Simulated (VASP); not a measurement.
```yaml
crystal:
  lattice:
    - [0.00000, 2.53713, 2.53713]
    - [2.53713, 0.00000, 2.53713]
    - [2.53713, 2.53713, 0.00000]
  atoms:
    - { symbol: Sr, position: [0.00000, 0.00000, 0.00000] }
    - { symbol: O, position: [0.50000, 0.50000, 0.50000] }
```

The numbers are results of revTPSS meta-GGA, VASP's PBE PAW potentials (set 64) (plane waves; VASP 6.6.1), not measurements. Settings: 520 eV cut-off, 9×9×9 Γ-centred mesh, Gaussian smearing of 0.050 eV, potentials Sr_sv O.

Problem. What does the run give for the energy per atom (σ→0), pressure?

Solution. 
| Quantity | Result |
|---|---|
| energy per atom (σ→0) | -191.5 kJ/mol of atoms |
| pressure | 6.37 GPa |

Total energies compare only between runs with the same potentials, cut-off and functional.

The compound is SrO in the rock salt structure. This cell is one point of a volume scan, at 0.94 of the reference volume.
